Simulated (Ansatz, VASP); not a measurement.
# Cross-check of TaZn2 (Zn-Ta-Zn stack, (100) layers) between VASP and Ansatz, part 2 of 2

Aim: how closely do two programs agree when they are given the same cell, functional and k mesh? The cell is taken from a series of runs on this material, whose earlier steps may have relaxed, scaled, displaced or heated it; both programs get it as it stands.

VASP 6.6.1 and Ansatz 0.2.0.

So far: Starting point; Ansatz: zone-centre phonons, LDA.

## (3) VASP: zone-centre phonons, LDA

Level of this step: LDA; plane waves and PAW (Zn, Ta_pv) (VASP).

The same cell, functional (in two slightly different forms), mesh and smearing now go to VASP, with its own data sets.

Lines of VASP's logs that name or quote its potential files are left out, and so is its time.

Contents of INCAR:

```
SYSTEM = TaZn2
PREC = Accurate
ENCUT = 500
EDIFF = 1E-08
NELM = 120
ISMEAR = 1
SIGMA = 0.2
LREAL = .FALSE.
ALGO = Normal
GGA = PW92
NBANDS = 23
LASPH = .TRUE.
LORBIT = 11
LWAVE = .FALSE.
LCHARG = .FALSE.
ISIF = 2
IBRION = 8
GGA_COMPAT = .FALSE.
NELMDL = -8
```

Contents of POSCAR:

```
TaZn2
1.0
    2.7051213561      0.0000000000      0.0000000000
    0.0000000000      2.7051213561      0.0000000000
    0.0000000000      0.0000000000     32.1406778114
Zn Ta
2 1
Direct
    0.0000000000      0.0000000000      0.1750150771
    0.0000000000      0.0000000000      0.2969830584
    0.5000000000      0.5000000000      0.2359990677
```

Contents of KPOINTS:

```
Automatic mesh
0
Gamma
9 9 1
0 0 0
```

PAW data sets: Zn and Ta_pv (LDA family, release 64).

The run is started by

```console
$ mpirun -np 1 vasp_std
```

Numbers of over 12 decimals in the logs are rounded to 6 here.

What it wrote:

```text
[banner, memory and clock lines left out]
running    1 mpi-ranks, on    1 nodes
 distrk:  each k-point on    1 cores,    1 groups
 distr:  one band on    1 cores,    1 groups

 POSCAR found type information on POSCAR ZnTa
 POSCAR found :  2 types and       3 ions
|                                                                             |
|               ----> ADVICE to this user running VASP <----                  |
|                                                                             |
|     You enforced a specific xc type in the INCAR file but a different       |
|     [... a line on the potential file left out ...]
|     I HOPE YOU KNOW WHAT YOU ARE DOING!                                     |
|                                                                             |

 LDA part: xc-table for (Slater(with rela. corr.)+PW92), standard interpolation
 POSCAR, INCAR and KPOINTS ok, starting setup
 FFT: planning ... GRIDC
 FFT: planning ... GRID_SOFT
 FFT: planning ... GRID
 WAVECAR not read
 entering main loop
       N       E                     dE             d eps       ncg     rms          rms(c)
DAV:   1     0.191096899219E+03    0.19110E+03   -0.16460E+04   842   0.126E+03
DAV:   2    -0.434200494957E+01   -0.19544E+03   -0.19251E+03   795   0.302E+02
DAV:   3    -0.166689237746E+02   -0.12327E+02   -0.11993E+02   881   0.857E+01
DAV:   4    -0.169202070180E+02   -0.25128E+00   -0.25059E+00   849   0.112E+01
DAV:   5    -0.169259631422E+02   -0.57561E-02   -0.57540E-02   881   0.149E+00
DAV:   6    -0.169261662645E+02   -0.20312E-03   -0.20312E-03   867   0.253E-01
DAV:   7    -0.169261772574E+02   -0.10993E-04   -0.10993E-04  1042   0.484E-02
DAV:   8    -0.169261775346E+02   -0.27722E-06   -0.27726E-06   890   0.496E-03    0.161E+01
DAV:   9    -0.155637448838E+02    0.13624E+01   -0.56299E+00   848   0.422E+01    0.887E+00
DAV:  10    -0.154991782847E+02    0.64567E-01   -0.27765E+00   891   0.202E+01    0.227E+00
DAV:  11    -0.152808131572E+02    0.21837E+00   -0.96956E-01   935   0.118E+01    0.474E-01
DAV:  12    -0.152819076068E+02   -0.10944E-02   -0.88569E-02   756   0.200E+00    0.284E-01
DAV:  13    -0.152816127686E+02    0.29484E-03   -0.52107E-03   850   0.473E-01    0.142E-01
DAV:  14    -0.152812583430E+02    0.35443E-03   -0.21290E-03   834   0.380E-01    0.434E-02
[...]
DAV:  22    -0.152821663718E+02   -0.59593E-05   -0.38520E-07   761   0.236E-03    0.407E-04
DAV:  23    -0.152821686204E+02   -0.22486E-05   -0.84002E-08   621   0.941E-04    0.213E-04
DAV:  24    -0.152821693165E+02   -0.69606E-06   -0.36879E-08   560   0.397E-04    0.186E-04
DAV:  25    -0.152821693438E+02   -0.27330E-07   -0.40222E-09   562   0.217E-04    0.530E-05
DAV:  26    -0.152821694151E+02   -0.71249E-07   -0.26965E-09   499   0.139E-04    0.605E-05
DAV:  27    -0.152821694386E+02   -0.23540E-07   -0.29997E-09   527   0.933E-05    0.322E-05
DAV:  28    -0.152821694672E+02   -0.28615E-07   -0.16390E-09   478   0.587E-05    0.366E-05
DAV:  29    -0.152821694732E+02   -0.59754E-08   -0.11543E-10   471   0.375E-05
   1 F= -.15282169E+02 E0= -.15281890E+02  d E =-.838417E-03
 Linear response reoptimize wavefunctions to high precision
DAV:   1    -0.152821694774E+02   -0.42537E-08   -0.28512E-11   471   0.210E-05
DAV:   2    -0.152821694775E+02   -0.25466E-10    0.40009E-11   478   0.792E-06
 Linear response DOF=           4
 Linear response progress:
  Degree of freedom:   1/  4
       N       E                     dE             d eps       ncg     rms          rms(c)
RMM:   1    -0.204087903171E+00   -0.20409E+00    0.76062E-03  1873   0.209E+00
RMM:   2    -0.204047786402E+00    0.40117E-04   -0.18751E-03  1771   0.287E-01    0.504E-02
RMM:   3    -0.203852711653E+00    0.19507E-03   -0.95060E-05  1803   0.473E-02    0.297E-02
RMM:   4    -0.203663511287E+00    0.18920E-03   -0.44473E-05  1953   0.389E-02    0.457E-03
RMM:   5    -0.203671838868E+00   -0.83276E-05   -0.27068E-06  1854   0.769E-03    0.343E-03
RMM:   6    -0.203685061779E+00   -0.13223E-04   -0.72664E-07  1984   0.435E-03    0.983E-04
RMM:   7    -0.203685335321E+00   -0.27354E-06   -0.10753E-07  1924   0.141E-03    0.303E-04
RMM:   8    -0.203683813479E+00    0.15218E-05   -0.26384E-08  1950   0.553E-04    0.147E-04
RMM:   9    -0.203683426572E+00    0.38691E-06   -0.47404E-09  2053   0.237E-04    0.568E-05
RMM:  10    -0.203683276778E+00    0.14979E-06    0.15025E-09  2043   0.988E-05    0.213E-05
RMM:  11    -0.203683262915E+00    0.13864E-07   -0.42841E-09  1948   0.545E-05    0.148E-05
RMM:  12    -0.203683251239E+00    0.11676E-07    0.12356E-08  2082   0.218E-05    0.949E-06
RMM:  13    -0.203683279698E+00   -0.28460E-07    0.99597E-09  2005   0.123E-05    0.241E-06
RMM:  14    -0.203683281499E+00   -0.18006E-08    0.80268E-09  1701   0.592E-06    0.240E-06
 first order change of Fermi-energy  -0.51102E-03
 force on displaced ion       1 direction 1 :  -2.786   0.000  -0.007
 Linear response progress:
  Degree of freedom:   2/  4
       N       E                     dE             d eps       ncg     rms          rms(c)
RMM:   1    -0.232632680060E+00   -0.23263E+00    0.21291E-03  1133   0.235E+00
RMM:   2    -0.233203265613E+00   -0.57059E-03   -0.40990E-03  1074   0.396E-01    0.146E-01
RMM:   3    -0.233275314710E+00   -0.72049E-04   -0.12142E-03   959   0.212E-01    0.112E-01
RMM:   4    -0.232923542440E+00    0.35177E-03   -0.35985E-04  1036   0.114E-01    0.650E-02
RMM:   5    -0.232805724394E+00    0.11782E-03   -0.10983E-04  1018   0.691E-02    0.230E-02
RMM:   6    -0.232774176482E+00    0.31548E-04   -0.22024E-05  1025   0.396E-02    0.378E-03
RMM:   7    -0.232763706731E+00    0.10470E-04   -0.30093E-06  1227   0.130E-02    0.182E-03
RMM:   8    -0.232761120138E+00    0.25866E-05   -0.66019E-07  1224   0.306E-03    0.113E-03
RMM:   9    -0.232756551752E+00    0.45684E-05   -0.10803E-06  1195   0.218E-03    0.608E-04
RMM:  10    -0.232754836270E+00    0.17155E-05   -0.18110E-07  1121   0.938E-04    0.452E-04
RMM:  11    -0.232749149051E+00    0.56872E-05   -0.65806E-07  1158   0.121E-03    0.222E-04
RMM:  12    -0.232749310745E+00   -0.16169E-06   -0.22127E-08  1214   0.424E-04    0.161E-04
RMM:  13    -0.232749386765E+00   -0.76020E-07   -0.15329E-07  1170   0.436E-04    0.866E-05
RMM:  14    -0.232749033255E+00    0.35351E-06    0.11398E-07  1191   0.182E-04    0.589E-05
RMM:  15    -0.232748829096E+00    0.20416E-06    0.97853E-08  1106   0.201E-04    0.292E-05
RMM:  16    -0.232748812853E+00    0.16243E-07    0.10116E-07  1130   0.855E-05    0.161E-05
RMM:  17    -0.232748712136E+00    0.10072E-06    0.55375E-08  1251   0.664E-05    0.773E-06
RMM:  18    -0.232748737898E+00   -0.25762E-07    0.40935E-08  1279   0.247E-05    0.659E-06
RMM:  19    -0.232748740717E+00   -0.28189E-08    0.25417E-08  1254   0.265E-05    0.257E-06
 first order change of Fermi-energy   0.99899E+00
 force on displaced ion       1 direction 3 :   0.000  -0.000  -4.399
 Linear response progress:
  Degree of freedom:   3/  4
       N       E                     dE             d eps       ncg     rms          rms(c)
RMM:   1    -0.118996752015E+00   -0.11900E+00    0.13687E+01  1321   0.185E+01
RMM:   2    -0.147621590109E+00   -0.28625E-01   -0.38741E-02  1878   0.124E+00    0.141E-01
RMM:   3    -0.146888524630E+00    0.73307E-03   -0.32584E-03  2112   0.279E-01    0.736E-02
RMM:   4    -0.146265587796E+00    0.62294E-03   -0.63993E-04  2134   0.124E-01    0.294E-02
RMM:   5    -0.146168628851E+00    0.96959E-04   -0.63664E-05  2175   0.399E-02    0.752E-03
RMM:   6    -0.146122457841E+00    0.46171E-04   -0.13330E-05  2237   0.145E-02    0.188E-03
RMM:   7    -0.146127092837E+00   -0.46350E-05   -0.23343E-06  2214   0.541E-03    0.704E-04
RMM:   8    -0.146128450395E+00   -0.13576E-05   -0.86148E-07  2109   0.232E-03    0.210E-04
RMM:   9    -0.146129126404E+00   -0.67601E-06   -0.35624E-07  2088   0.108E-03    0.121E-04
RMM:  10    -0.146129929315E+00   -0.80291E-06   -0.24709E-07  2330   0.555E-04    0.419E-05
RMM:  11    -0.146130107116E+00   -0.17780E-06   -0.16527E-07  2336   0.319E-04    0.131E-05
RMM:  12    -0.146130078527E+00    0.28589E-07   -0.92249E-08  2210   0.193E-04    0.808E-06
RMM:  13    -0.146130115637E+00   -0.37111E-07   -0.70701E-08  2193   0.125E-04    0.309E-06
RMM:  14    -0.146130115831E+00   -0.19360E-09   -0.22646E-08  2093   0.835E-05    0.424E-06
 first order change of Fermi-energy  -0.14069E-02
 force on displaced ion       3 direction 1 :  -5.445   0.000  -0.000
 Linear response progress:
  Degree of freedom:   4/  4
       N       E                     dE             d eps       ncg     rms          rms(c)
RMM:   1    -0.257144412631E+00   -0.25714E+00    0.12264E+01   994   0.189E+01
RMM:   2    -0.292644152322E+00   -0.35500E-01   -0.13480E-01  1114   0.242E+00    0.200E-01
RMM:   3    -0.290694067621E+00    0.19501E-02   -0.55824E-02  1218   0.714E-01    0.106E-01
RMM:   4    -0.285657365685E+00    0.50367E-02   -0.19939E-03  1266   0.234E-01    0.629E-02
RMM:   5    -0.285247774955E+00    0.40959E-03   -0.13427E-03  1144   0.155E-01    0.316E-02
RMM:   6    -0.285013451808E+00    0.23432E-03    0.13188E-04  1206   0.480E-02    0.883E-03
RMM:   7    -0.284971017849E+00    0.42434E-04    0.41949E-07  1184   0.195E-02    0.357E-03
RMM:   8    -0.284959335251E+00    0.11683E-04   -0.27587E-05  1214   0.839E-03    0.191E-03
RMM:   9    -0.284961725233E+00   -0.23900E-05   -0.43295E-06  1166   0.417E-03    0.109E-03
RMM:  10    -0.284964569311E+00   -0.28441E-05   -0.72968E-06  1197   0.277E-03    0.656E-04
RMM:  11    -0.284963802862E+00    0.76645E-06   -0.60167E-06  1269   0.212E-03    0.407E-04
RMM:  12    -0.284963110040E+00    0.69282E-06   -0.35654E-06  1306   0.127E-03    0.325E-04
RMM:  13    -0.284961574760E+00    0.15353E-05   -0.79144E-07  1264   0.885E-04    0.162E-04
RMM:  14    -0.284960590482E+00    0.98428E-06   -0.14866E-07  1258   0.668E-04    0.125E-04
RMM:  15    -0.284960839671E+00   -0.24919E-06   -0.76984E-07  1180   0.400E-04    0.577E-05
RMM:  16    -0.284961073913E+00   -0.23424E-06   -0.56301E-07  1250   0.288E-04    0.381E-05
RMM:  17    -0.284960782237E+00    0.29168E-06   -0.11902E-07  1210   0.180E-04    0.116E-05
RMM:  18    -0.284960820390E+00   -0.38153E-07   -0.13920E-07  1233   0.679E-05    0.683E-06
RMM:  19    -0.284960796021E+00    0.24370E-07   -0.38528E-08  1243   0.560E-05    0.409E-06
RMM:  20    -0.284960807101E+00   -0.11080E-07   -0.61064E-08  1187   0.245E-05    0.159E-06
RMM:  21    -0.284960804963E+00    0.21379E-08   -0.23382E-08  1175   0.125E-05    0.782E-07
 first order change of Fermi-energy   0.49755E-03
 force on displaced ion       3 direction 3 :  -0.000  -0.000  -6.070
 Linear response finished
```

OUTCAR, selected parts (step 3):

```text
ion  position               nearest neighbor table
   1  0.000  0.000  0.175-   3 2.74   3 2.74   3 2.74   3 2.74
   2  0.000  0.000  0.297-   3 2.74   3 2.74   3 2.74   3 2.74
   3  0.500  0.500  0.236-   1 2.74   1 2.74   1 2.74   1 2.74   2 2.74   2 2.74   2 2.74   2 2.74

  LATTYP: Found a simple tetragonal cell.
 ALAT       =     2.7051213561
 C/A-ratio  =    11.8814180883

 Subroutine GETGRP returns: Found 16 space group operations
 (whereof  8 operations were pure point group operations)

The static configuration has the point symmetry C_4v.
 The point group associated with its full space group is D_4h.

 Found     15 irreducible k-points:

   k-points           NKPTS =     15   k-points in BZ     NKDIM =     15   number of bands    NBANDS=     23

   dimension x,y,z NGX =    20 NGY =   20 NGZ =  240
   dimension x,y,z NGXF=    40 NGYF=   40 NGZF=  480

   ENCUT  =  500.0 eV  36.75 Ry    6.06 a.u.   4.93  4.93 58.60*2*pi/ulx,y,z

   NELECT =      35.0000    total number of electrons

 k-points in reciprocal lattice and weights: Automatic mesh
   0.00000000  0.00000000  0.00000000       0.012
   0.11111111  0.00000000  0.00000000       0.049
   0.22222222  0.00000000  0.00000000       0.049
   0.33333333  0.00000000  0.00000000       0.049
   0.44444444  0.00000000  0.00000000       0.049
   0.11111111  0.11111111  0.00000000       0.049
   0.22222222  0.11111111  0.00000000       0.099
   0.33333333  0.11111111  0.00000000       0.099
   0.44444444  0.11111111  0.00000000       0.099
[...]
0.44444444  0.33333333  0.00000000       0.099
   0.44444444  0.44444444  0.00000000       0.049

 average (electrostatic) potential at core
       1 -43.4166       2 -43.4167       3 -45.4524

  Total        0.1657990      0.1657990      0.1754385      0.0000000      0.0000000      0.0000000
  in kB        1.1294420      1.1294420      1.1951075      0.0000000      0.0000000      0.0000000
  external PRESSURE =       1.1513305 kB  Pullay stress =       0.0000000 kB

  energy-cutoff  :      500.00
  volume of cell :      235.20
      direct lattice vectors                 reciprocal lattice vectors
     2.705121356  0.000000000  0.000000000     0.369669182  0.000000000  0.000000000
     0.000000000  2.705121356  0.000000000     0.000000000  0.369669182  0.000000000
     0.000000000  0.000000000 32.140677811     0.000000000  0.000000000  0.031113221

 POSITION                                       TOTAL-FORCE (eV/Angst)
 -----------------------------------------------------------------------------------
      0.00000      0.00000      5.62510        -0.000000     -0.000000     -0.047399
      0.00000      0.00000      9.54524         0.000000      0.000000      0.047399
      1.35256      1.35256      7.58517         0.000000     -0.000000      0.000000
 -----------------------------------------------------------------------------------
    total drift:                                0.000000     -0.000000     -0.000565

 Eigenvectors and eigenvalues of the dynamical matrix
 ----------------------------------------------------

   1 f  =    4.624450 THz    29.056277 2PiTHz  154.255052 cm-1    19.125180 meV
             X         Y         Z           dx          dy          dz
      0.000000  0.000000  5.625103    -0.000000   -0.000000   -0.707107
      0.000000  0.000000  9.545237    -0.000000   -0.000000    0.707107
      1.352561  1.352561  7.585170     0.000000   -0.000000    0.000000

   2 f  =    4.438223 THz    27.886178 2PiTHz  148.043184 cm-1    18.355007 meV
             X         Y         Z           dx          dy          dz
      0.000000  0.000000  5.625103    -0.000000    0.000000   -0.540255
      0.000000  0.000000  9.545237    -0.000000    0.000000   -0.540255
      1.352561  1.352561  7.585170     0.000000   -0.000000    0.645174

   3 f  =    4.187817 THz    26.312827 2PiTHz  139.690523 cm-1    17.319410 meV
             X         Y         Z           dx          dy          dz
      0.000000  0.000000  5.625103    -0.538808   -0.000000    0.000000
      0.000000  0.000000  9.545237    -0.538808    0.000000   -0.000000
      1.352561  1.352561  7.585170     0.647590    0.000000    0.000000

   4 f  =    4.187817 THz    26.312827 2PiTHz  139.690523 cm-1    17.319410 meV
             X         Y         Z           dx          dy          dz
      0.000000  0.000000  5.625103     0.000000   -0.538808    0.000000
      0.000000  0.000000  9.545237     0.000000   -0.538808   -0.000000
      1.352561  1.352561  7.585170    -0.000000    0.647590    0.000000

   5 f  =    3.262277 THz    20.497488 2PiTHz  108.817833 cm-1    13.491686 meV
             X         Y         Z           dx          dy          dz
      0.000000  0.000000  5.625103     0.080373    0.702524   -0.000000
      0.000000  0.000000  9.545237    -0.080373   -0.702524    0.000000
      1.352561  1.352561  7.585170     0.000000   -0.000000    0.000000

   6 f  =    3.262277 THz    20.497488 2PiTHz  108.817833 cm-1    13.491686 meV
             X         Y         Z           dx          dy          dz
      0.000000  0.000000  5.625103     0.702524   -0.080373    0.000000
      0.000000  0.000000  9.545237    -0.702524    0.080373   -0.000000
      1.352561  1.352561  7.585170    -0.000000   -0.000000    0.000000

   7 f/i=    0.000679 THz     0.004266 2PiTHz    0.022648 cm-1     0.002808 meV
             X         Y         Z           dx          dy          dz
      0.000000  0.000000  5.625103    -0.449450   -0.087640   -0.000000
      0.000000  0.000000  9.545237    -0.449450   -0.087640   -0.000000
      1.352561  1.352561  7.585170    -0.747903   -0.145837   -0.000000

   8 f/i=    0.000679 THz     0.004266 2PiTHz    0.022648 cm-1     0.002808 meV
             X         Y         Z           dx          dy          dz
      0.000000  0.000000  5.625103    -0.087640    0.449450    0.000000
      0.000000  0.000000  9.545237    -0.087640    0.449450    0.000000
      1.352561  1.352561  7.585170    -0.145837    0.747903    0.000000

   9 f/i=    0.014769 THz     0.092800 2PiTHz    0.492657 cm-1     0.061082 meV
             X         Y         Z           dx          dy          dz
      0.000000  0.000000  5.625103     0.000000   -0.000000    0.456207
      0.000000  0.000000  9.545237     0.000000   -0.000000    0.456207
      1.352561  1.352561  7.585170     0.000000   -0.000000    0.764035

 ELASTIC MODULI CONTR FROM IONIC RELAXATION (kBar)
 Direction    XX          YY          ZZ          XY          YZ          ZX
 --------------------------------------------------------------------------------
 XX        -192.5014   -192.5014   -233.6462      0.0000     -0.0000     -0.0000
 YY        -192.5014   -192.5014   -233.6462      0.0000     -0.0000     -0.0000
 ZZ        -233.6462   -233.6462   -283.5851      0.0000     -0.0000     -0.0000
 XY           0.0000      0.0000      0.0000      0.0000      0.0000      0.0000
 YZ          -0.0000     -0.0000     -0.0000      0.0000   -132.4950      0.0000
 ZX          -0.0000     -0.0000     -0.0000      0.0000      0.0000   -163.2072
 --------------------------------------------------------------------------------
```

## (4) Side by side

Known differences besides the potentials themselves: Ansatz cuts the interaction across the vacuum, VASP repeats the sheet without a dipole correction; VASP's run holds the zone centre alone; the data sets hold 37 valence electrons in Ansatz (on its default PAW (the set named soft_2) files) and 35 in VASP; the cutoff is 420 eV in Ansatz and 500 eV in VASP; VASP's log shows a relativistic correction to its local exchange, Ansatz's none. Total energies have different zeros and are not compared.

Compared:

| quantity | Ansatz | VASP | difference |
| --- | --- | --- | --- |
| optical mode 1 to 2 (cm⁻¹) | 108.0 | 108.8 | -0.73 % |
| optical mode 3 to 4 (cm⁻¹) | 138.9 | 139.7 | -0.58 % |
| optical mode 5 (cm⁻¹) | 147.3 | 148.0 | -0.49 % |
| optical mode 6 (cm⁻¹) | 151.3 | 154.3 | -1.92 % |

Modes are paired by rising frequency, not by their patterns, so a pair may set unlike modes beside each other; they are those without the splitting of longitudinal modes. Where the cell holds vacuum, a pressure given here is an average over it and none of the material.

## (5) Summary of results

```json
{
 "r.m.s. difference of the optical zone-centre modes, each program's sorted by frequency (zone-centre phonons, LDA)": "1.4 cm⁻¹",
 "difference in optical mode 6 (zone-centre phonons, LDA)": "-1.9 %"
}
```

What this shows: The r.m.s. difference of the optical zone-centre modes, each program's sorted by frequency is 1.4 cm⁻¹ (zone-centre phonons, LDA). The data sets hold unlike numbers of valence electrons (37 in Ansatz and 35 in VASP), so part of the differences may come from the potentials. Among the rows given in per cent, the largest difference of the zone-centre phonons, LDA pair is in optical mode 6, -1.9 %. How closely two codes agree says nothing of how well the functional describes the real material.

[Lines on the potential files, build, host, timing and source positions are cut from VASP's logs without a mark.]

[Logs are printed without paths, hosts, clocks, repeated set-up lines and the standing remarks that a program may print on its own settings, such as how far it seeks lower states.]

[Hosts, paths, dates, database ids (printed as entryN), source tags and the programs' standing remarks are cut or masked in the printed files.]
